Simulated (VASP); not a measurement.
Runs of VASP 6.6.1 on Bi2Se3 (Paraguanajuatite). Symmetry: R-3m, No. 166, trigonal system. The conventional cell has a = 4.189 Å, b = 4.189 Å, c = 31.052 Å, α = 90.00°, β = 90.00°, γ = 120.00°. Bi (site symmetry 3m) has 6 Se at 2.88 to 3.10 Å as nearest neighbours. Around Se (site symmetry -3m) lie 6 Bi at 3.10 Å. Around Se (site symmetry 3m) lie 3 Bi at 2.88 Å. 

| task | cell | gap on the mesh (eV) | pressure (GPa) | largest force (eV/Å) |
| --- | --- | --- | --- | --- |
| relaxation of shape and atoms at fixed volume | atoms relaxed at fixed volume | 0.67 | 0.0 | - |
| relaxation of shape and atoms at fixed volume | atoms relaxed at fixed volume from: a relaxed cell with its volume scaled by 0.96 | 0.45 | 0.4 | - |
| relaxation of shape and atoms at fixed volume | atoms relaxed at fixed volume from: a relaxed cell with its volume scaled by 0.98 | 0.56 | 0.2 | - |
| relaxation of shape and atoms at fixed volume | atoms relaxed at fixed volume from: a relaxed cell with its volume scaled by 1.04 | 0.77 | -0.1 | - |
| relaxation of shape and atoms at fixed volume | atoms relaxed at fixed volume from: a relaxed cell with its volume scaled by 0.94 | 0.35 | 0.8 | 0.01 |
| relaxation of shape and atoms at fixed volume | atoms relaxed at fixed volume from: a relaxed cell with its volume scaled by 1.06 | (a) | -0.1 | - |
| relaxation of shape and atoms at fixed volume | atoms relaxed at fixed volume from: a relaxed cell with its volume scaled by 1.02 | (b) | 0.0 | - |
| relaxation of cell and atoms | relaxed | 0.67 | 0.0 | 0.01 |

Alike in all rows: level PBE; potentials or basis VASP PAW PBE potentials, release 64 (Bi, Se); no spin polarisation; k mesh 4 × 4 × 4; cutoff (eV) 300; smearing gaussian 0.03 eV; the mesh is coarse, so values aren't converged.

Problem. Fill in the values left out.

Solution. (a) 0.78; (b) 0.74.

Caveats: all runs use coarse meshes; spin-orbit coupling is left out, which as a rule narrows the gap of such compounds by several tenths of an eV; the relaxation stopped at its first step, so nothing moved (some runs).

A k mesh can miss the band edges, and the runs leave out spin-orbit coupling on Bi, Se.
